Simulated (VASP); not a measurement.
WAu:

```
W Au
1.0
     0.00000    2.90921    2.90921
     2.90921    0.00000    2.90921
     2.90921    2.90921    0.00000
W Au
1 1
Cartesian
  0.0000 0.0000 0.0000
  4.3638 4.3638 4.3638
```

The cell was built by a generator and needn't be a form met in nature.

Base run:

| Quantity | Value |
| --- | --- |
| Program | VASP 6.6.1 |
| Functional | r2SCAN |
| Potentials or basis | VASP PAW PBE potentials, release 64 (W_sv, Au) |
| Cutoff | 520 eV |
| k mesh | 8 × 8 × 8 |
| Occupations | tetrahedron |
| Spin | no spin polarisation |
| Hubbard terms | Au d U = 6 eV, W d U = 6 eV |

Its results: band gap on the k mesh none (metal or under the smearing width); pressure 0.6 GPa.

Question: After a change of settings the same cell gave: band gap on the k mesh none (metal or under the smearing width); pressure -1.4 GPa. Which change was it?
A. hubbard terms from Au d U = 6 eV, W d U = 6 eV to Au d U = 3 eV, W d U = 3 eV
B. hubbard terms from Au d U = 6 eV, W d U = 6 eV to Au d U = 8 eV, W d U = 8 eV
C. hubbard terms from Au d U = 6 eV, W d U = 6 eV to none

Answer: A.

Caveats: the PAW data sets were made with another functional, which shifts forces and pressure a little; U without spin polarisation on a metal has little footing; the U is typed as a test and isn't derived for this compound; tetrahedron occupations give inexact forces and stress in metals.
